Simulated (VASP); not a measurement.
A cell of Cr (bcc, AFM order) near equilibrium:

```
CELL_PARAMETERS angstrom
      2.96147     0.00000     0.00000
      0.00000     2.96147     0.00000
      0.00000     0.00000     2.96147
ATOMIC_POSITIONS crystal
  Cr 0.00000 0.00000 0.00000
  Cr 0.50000 0.50000 0.50000
```
Starting moments (μB, in the order of the record's atoms Cr Cr): 2.7 -2.7.

Method: r2SCAN meta-GGA, VASP's PBE PAW potentials (set 64) (plane waves; VASP).

| run | ΔE (meV/atom) | σxx | σyy | σzz | largest shear component, with its sign (GPa) | largest force (eV/Å) |
|---|---|---|---|---|---|---|
| as it is | 0.0 | -0.04 | -0.04 | -0.04 | 0.00 | 0.000 |
| after one change | 14.7 | 0.47 | 0.19 | 0.47 | 0.00 | 0.595 |
Stress is in GPa, positive when the cell is compressed.

### Question
Name the change that produced these shifts.
A. uniaxial strain of -1.5 % along z
B. atom 1 (Cr) moved by 0.150 Å along x
C. biaxial strain of +1.0 % in the yz plane
D. atom 2 (Cr) moved by -0.100 Å along y

### Answer
D, atom 2 (Cr) moved by -0.100 Å along y

The compound is Cr in the bcc, AFM order structure. The spin order is the one that the start imposed; others were not tried in this run.
